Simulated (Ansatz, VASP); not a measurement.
# One calculation of LaC, two programs

```
CELL_PARAMETERS angstrom
0.00000 2.71658 2.71658
2.71658 0.00000 2.71658
2.71658 2.71658 0.00000
ATOMIC_POSITIONS crystal
La 0.50000 0.50000 0.50000
C 0.00000 0.00000 0.00000
```

The cell comes from a database or a generator and needn't be the stable form of this composition.

Alike in both runs: task single point; functional PBE; k mesh 12 × 12 × 12; occupations gaussian, width 0.05 eV; no spin polarisation.

|  | VASP | Ansatz |
| --- | --- | --- |
| version | VASP 6.6.1 | Ansatz 0.2.0 |
| potentials or method | VASP PAW PBE potentials, release 64 (La, C) | scalar-relativistic, plane waves, PAW |
| plane-wave cutoff (eV) | 520 | 550 |
| valence electrons in the cell | 15 | 15 |

|  | VASP | Ansatz | Ansatz less VASP |
| --- | --- | --- | --- |
| gap on the k mesh at the Fermi level (eV) | none | none | - |
| pressure (GPa) | 0.0 | 0.0 | +0.04 |

A gap of «none» marks a metal or a gap that the smearing closes.

Spin-orbit coupling is left out, which matters for the levels of La.
